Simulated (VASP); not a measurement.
# Which native defect does NbSi2 form most easily?, part 2 of 7

Which native defect is cheapest in NbSi2, and how does that change with the growth condition? The start is a cell from a database of measured crystal structures.

VASP 6.6.1, plane waves and PAW; the level of theory is named at each step.

So far. Step 2 (Relaxing the host crystal): The run ended after 5 ionic steps, 0.088 eV below its first step, once forces and stress met EDIFFG = -0.03.

**3. The supercell without the defect**

Level of this step: LDA; plane waves and PAW (Nb_pv, Si) (VASP).

System of this step: NbSi2. Symmetry: P6_222, No. 180, hexagonal system. Conventional cell: a = 4.749 Å, b = 4.749 Å, c = 6.560 Å, α = 90.00°, β = 90.00°, γ = 120.00°. Nearest to Nb lie 10 Si at 2.60 to 2.80 Å. Nearest to Si lie 5 Si at 2.55 to 2.80 Å and 5 Nb at 2.60 to 2.80 Å. Nearest to Si lie 5 Si at 2.55 to 2.80 Å and 5 Nb at 2.60 to 2.80 Å. Farther neighbours are not listed.

The same cell, mesh and cutoff without the defect give the energy to subtract and, in a gapped host, the band edges to count from, so that most errors cancel.

INCAR

```
SYSTEM = NbSi2
PREC = Normal
ENCUT = 300
EDIFF = 1E-05
NELM = 120
ISMEAR = 1
SIGMA = 0.2
LREAL = Auto
ALGO = Fast
GGA = CA
NBANDS = 144
LASPH = .TRUE.
LORBIT = 11
LWAVE = .FALSE.
LCHARG = .FALSE.
KPAR = 4
NCORE = 2
```

POSCAR

```
NbSi2
1.0
   -7.1237943943      4.1129246112      6.5598623299
    7.1237943943     -4.1129246112      6.5598623299
    2.3745981315      4.1129246112     -6.5598623299
Nb Si
12 24
Direct
    0.3333333334      0.0833333334      0.2500000000
    0.8333333334      0.5833333334      0.2500000000
    0.8333333334      0.0833333334      0.7500000000
    0.3333333334      0.5833333334      0.7500000000
    0.6666666666      0.6666666666      0.5000000000
    0.1666666666      0.1666666667      0.5000000000
    0.1666666666      0.6666666666      0.0000000000
    0.6666666666      0.1666666667      0.0000000000
    0.2500000000      0.5000000000      0.2500000000
    0.7500000000      0.0000000000      0.2500000000
    0.7500000000      0.5000000000      0.7500000000
    0.2500000000      0.0000000000      0.7500000000
    0.1630141399      0.2426949465      0.2390424197
    0.6630141399      0.7426949465      0.2390424197
    0.6630141399      0.2426949465      0.7390424197
    0.1630141399      0.7426949465      0.7390424197
    0.8369858601      0.4963474732      0.5000000000
    0.3369858601      0.9963474732      0.5000000000
    0.3369858601      0.4963474732      0.0000000000
    0.8369858601      0.9963474732      0.0000000000
    0.5906383869      0.6703191935      0.7609575803
    0.0906383869      0.1703191935      0.7609575803
    0.0906383869      0.6703191935      0.2609575803
    0.5906383869      0.1703191935      0.2609575803
    0.5036525268      0.4239717202      0.7609575803
    0.0036525268      0.9239717202      0.7609575803
    0.0036525268      0.4239717202      0.2609575803
    0.5036525268      0.9239717202      0.2609575803
    0.4963474732      0.8369858601      0.5000000000
    0.9963474732      0.3369858601      0.5000000000
    0.9963474732      0.8369858601      0.0000000000
    0.4963474732      0.3369858601      0.0000000000
    0.4093616132      0.3296808066      0.2390424197
    0.9093616132      0.8296808066      0.2390424197
    0.9093616132      0.3296808066      0.7390424197
    0.4093616132      0.8296808066      0.7390424197
```

KPOINTS

```
Automatic mesh
0
Gamma
5 5 5
0 0 0
```

Potentials, in the order of the species: Nb_pv and Si (LDA family, release 64).

The run is started by

```console
$ mpirun -np 8 vasp_std
```

Log:

```text
[banner, memory and clock lines left out]
running    8 mpi-ranks, on    1 nodes
 distrk:  each k-point on    2 cores,    4 groups
 distr:  one band on    2 cores,    1 groups

 POSCAR found type information on POSCAR NbSi
 POSCAR found :  2 types and      36 ions
 LDA part: xc-table for (Slater(with rela. corr.)+CA(PZ))
 , standard interpolation
 POSCAR, INCAR and KPOINTS ok, starting setup
 FFT: planning ... GRIDC
 FFT: planning ... GRID_SOFT
 FFT: planning ... GRID
 WAVECAR not read
 entering main loop
       N       E                     dE             d eps       ncg     rms          rms(c)
DAV:   1     0.153538585017E+04    0.15354E+04   -0.75988E+04  7904   0.103E+03
DAV:   2    -0.136681383166E+03   -0.16721E+04   -0.16132E+04  7856   0.433E+02
DAV:   3    -0.300905031492E+03   -0.16422E+03   -0.15487E+03 10632   0.100E+02
DAV:   4    -0.309759387958E+03   -0.88544E+01   -0.86816E+01 10384   0.251E+01
DAV:   5    -0.310013288461E+03   -0.25390E+00   -0.25229E+00 10672   0.445E+00    0.883E+01
RMM:   6    -0.300268357123E+03    0.97449E+01   -0.40113E+01 10469   0.162E+01    0.306E+01
RMM:   7    -0.300075405246E+03    0.19295E+00   -0.11394E+01 11501   0.621E+00    0.144E+01
RMM:   8    -0.299629500689E+03    0.44590E+00   -0.11618E+00  9789   0.314E+00    0.732E+00
RMM:   9    -0.299657260361E+03   -0.27760E-01   -0.25891E-01 10517   0.154E+00    0.126E+00
RMM:  10    -0.299653956143E+03    0.33042E-02   -0.69369E-02 10903   0.718E-01    0.141E+00
RMM:  11    -0.299654705900E+03   -0.74976E-03   -0.23294E-02 10882   0.326E-01    0.180E-01
RMM:  12    -0.299654549171E+03    0.15673E-03   -0.44065E-03 11060   0.161E-01    0.178E-01
RMM:  13    -0.299654494777E+03    0.54395E-04   -0.89607E-04 11108   0.741E-02    0.481E-02
RMM:  14    -0.299654490273E+03    0.45034E-05   -0.34129E-04 11108   0.384E-02    0.218E-02
RMM:  15    -0.299654494664E+03   -0.43904E-05   -0.99470E-05  8231   0.203E-02
   1 F= -.29965449E+03 E0= -.29965162E+03  d E =-.863555E-02
```

The job ended after 89 s (8 MPI ranks of Intel Xeon 6975P-C (Granite Rapids), shared host; peak memory 2.9 GiB).

OUTCAR, selected parts (step 3):

```text
  LATTYP: Found a face centered orthorhombic cell.
 ALAT       =     9.4983925258
 B/A-ratio  =     1.3812573679
 C/A-ratio  =     1.7320508076

 Subroutine GETGRP returns: Found  4 space group operations
 (whereof  2 operations were pure point group operations)

The static configuration has the point symmetry C_2 .
 The point group associated with its full space group is D_2 .

 Found     27 irreducible k-points:

   k-points           NKPTS =     27   k-points in BZ     NKDIM =     27   number of bands    NBANDS=    144

   dimension x,y,z NGX =    48 NGY =   48 NGZ =   36
   dimension x,y,z NGXF=    96 NGYF=   96 NGZF=   72

   ENCUT  =  300.0 eV  22.05 Ry    4.70 a.u.  14.86 14.86 11.44*2*pi/ulx,y,z

   NELECT =     228.0000    total number of electrons

 E-fermi :   9.0669

 k-point     1 :       0.0000    0.0000    0.0000
  band No.  band energies     occupation
    ...
    112       8.4159      2.00004
    113       8.8454      2.06597
    114       8.8454      2.06597
    115       8.9064      1.98127
    116       9.1135      0.61730
    117       9.8262     -0.00000
    118       9.8484     -0.00000
    119      10.3374     -0.00000
    120      10.5299     -0.00000
    121      10.5300     -0.00000
    ...

 k-point     2 :       0.2000    0.0000    0.0000
  band No.  band energies     occupation
    ...
    112       8.4697      2.00020
    113       8.8314      2.07019
    114       8.8884      2.02018
    115       8.9560      1.79726
    116       9.1002      0.72234
    117       9.6914     -0.00009
    118       9.8838     -0.00000
    119      10.0946     -0.00000
    120      10.2965     -0.00000
    121      10.5265     -0.00000
    ...

  Total        0.2768720      0.2100237     -3.3423338     -0.0578923      0.0000000     -0.0000000
  in kB        0.8654939      0.6565282    -10.4480400     -0.1809696      0.0000000     -0.0000000
  external PRESSURE =      -2.9753393 kB  Pullay stress =       0.0000000 kB

  energy-cutoff  :      300.00
  volume of cell :      512.54
      direct lattice vectors                 reciprocal lattice vectors
    -7.123794394  4.112924611  6.559862330     0.000000000  0.121567995  0.076221112
     7.123794394 -4.112924611  6.559862330     0.105280972  0.060783998  0.076221112
     2.374598131  4.112924611 -6.559862330     0.105280972  0.182351993  0.000000000

 POSITION                                       TOTAL-FORCE (eV/Angst)
 -----------------------------------------------------------------------------------
     -1.18730      2.05646      1.09331        -0.000000     -0.000000     -0.000254
     -1.18730      2.05646      7.65317        -0.000000     -0.000000     -0.000254
     -3.56190      6.16939      1.09331        -0.000000     -0.000000     -0.000254
      3.56190      2.05646      1.09331        -0.000000     -0.000000     -0.000254
      1.18730      2.05646      5.46655        -0.000000     -0.000000     -0.000000
      1.18730      2.05646     -1.09331        -0.000000     -0.000000     -0.000000
      3.56190     -2.05646      5.46655        -0.000000     -0.000000     -0.000000
     -3.56190      2.05646      5.46655        -0.000000     -0.000000     -0.000000
      2.37460      0.00000      3.27993        -0.000000     -0.000000      0.000254
     -4.74920      4.11292      3.27993        -0.000000     -0.000000      0.000254
      0.00000      4.11292      3.27993        -0.000000     -0.000000      0.000254
      0.00000      4.11292     -3.27993        -0.000000     -0.000000      0.000254
      1.13526      0.65544      1.09331         0.011670      0.010001      0.000854
      1.13526      0.65544      7.65317         0.011670      0.010001      0.000854
     -1.23934      4.76837      1.09331         0.011670      0.010001      0.000854
      5.88446      0.65544      1.09331         0.011670      0.010001      0.000854
     -1.23934      3.45748      5.46655         0.009066     -0.005234     -0.000000
      5.88446     -0.65544      5.46655         0.009066     -0.005234     -0.000000
      1.13526     -0.65544      5.46655         0.009066     -0.005234     -0.000000
      1.13526     -0.65544     12.02641         0.009066     -0.005234     -0.000000
      2.37460      2.80204      3.27993        -0.002826     -0.015107     -0.000854
      2.37460      2.80204     -3.27993        -0.002826     -0.015107     -0.000854
      4.74920     -1.31088      3.27993        -0.002826     -0.015107     -0.000854
     -2.37460      2.80204      3.27993        -0.002826     -0.015107     -0.000854
      1.23934      3.45748      1.09331        -0.011670     -0.010001      0.000854
      8.36313     -0.65544      1.09331        -0.011670     -0.010001      0.000854
      3.61394     -0.65544      1.09331        -0.011670     -0.010001      0.000854
      3.61394     -0.65544      7.65317        -0.011670     -0.010001      0.000854
      3.61394      0.65544      5.46655        -0.009066      0.005234     -0.000000
     -3.50986      4.76837      5.46655        -0.009066      0.005234     -0.000000
     -1.13526      0.65544     12.02641        -0.009066      0.005234     -0.000000
     -1.13526      0.65544      5.46655        -0.009066      0.005234     -0.000000
     -0.00000      1.31088      3.27993         0.002826      0.015107     -0.000854
     -0.00000      1.31088      9.83979         0.002826      0.015107     -0.000854
     -2.37460      5.42381      3.27993         0.002826      0.015107     -0.000854
      4.74920      1.31088      3.27993         0.002826      0.015107     -0.000854
 -----------------------------------------------------------------------------------
    total drift:                               -0.000009      0.000005      0.000001

  FREE ENERGIE OF THE ION-ELECTRON SYSTEM (eV)
  ---------------------------------------------------
  free  energy   TOTEN  =      -299.6544946636 eV

  energy  without entropy=     -299.6458591090  energy(sigma->0) =     -299.65161615

 total charge
# of ion       s       p       d       tot
------------------------------------------
    1        0.344   6.410   3.348  10.101
    2        0.344   6.410   3.348  10.101
    3        0.344   6.410   3.348  10.101
    4        0.344   6.410   3.348  10.101
    5        0.344   6.410   3.348  10.101
    6        0.344   6.410   3.348  10.101
    7        0.344   6.410   3.348  10.101
    8        0.344   6.410   3.348  10.101
    9        0.344   6.410   3.348  10.101
   10        0.344   6.410   3.348  10.101
   11        0.344   6.410   3.348  10.101
   12        0.344   6.410   3.348  10.101
   13        0.766   0.895   0.000   1.662
   14        0.766   0.895   0.000   1.662
   15        0.766   0.895   0.000   1.662
   16        0.766   0.895   0.000   1.662
   17        0.766   0.895   0.000   1.662
   18        0.766   0.895   0.000   1.662
   19        0.766   0.895   0.000   1.662
   20        0.766   0.895   0.000   1.662
   21        0.766   0.895   0.000   1.662
   22        0.766   0.895   0.000   1.662
   23        0.766   0.895   0.000   1.662
   24        0.766   0.895   0.000   1.662
   25        0.766   0.895   0.000   1.662
   26        0.766   0.895   0.000   1.662
   27        0.766   0.895   0.000   1.662
   28        0.766   0.895   0.000   1.662
   29        0.766   0.895   0.000   1.662
   30        0.766   0.895   0.000   1.662
   31        0.766   0.895   0.000   1.662
   32        0.766   0.895   0.000   1.662
   33        0.766   0.895   0.000   1.662
   34        0.766   0.895   0.000   1.662
   35        0.766   0.895   0.000   1.662
   36        0.766   0.895   0.000   1.662
--------------------------------------------------
tot         22.517  98.412  40.172 161.101

[... 7 further parts left out ...]
```

Numbers from this step:

- electronic cycles: 15
- electrons: 228
- free energy (TOTEN): -299.6545 eV
- energy at zero smearing: -299.6516 eV
- Fermi energy: 9.067 eV

The host is treated as a metal, as its relaxation found a gap under 0.3 eV or none, and only the neutral defect is run.

(Part 2 of 7 ends here.)

[Lines on the potential files, build, host, timing and source positions are cut from VASP's logs without a mark.]

[Logs are printed without paths, hosts, clocks, repeated set-up lines and the standing remarks that a program may print on its own settings, such as how far it seeks lower states.]

[Hosts, paths, dates, database ids (printed as entryN), source tags and the programs' standing remarks are cut or masked in the printed files.]

[In band tables of VASP the shares of atoms and orbitals are scaled to a sum of 1 inside the atoms' spheres.]

[Runs that stopped without an error message from VASP are left out.]
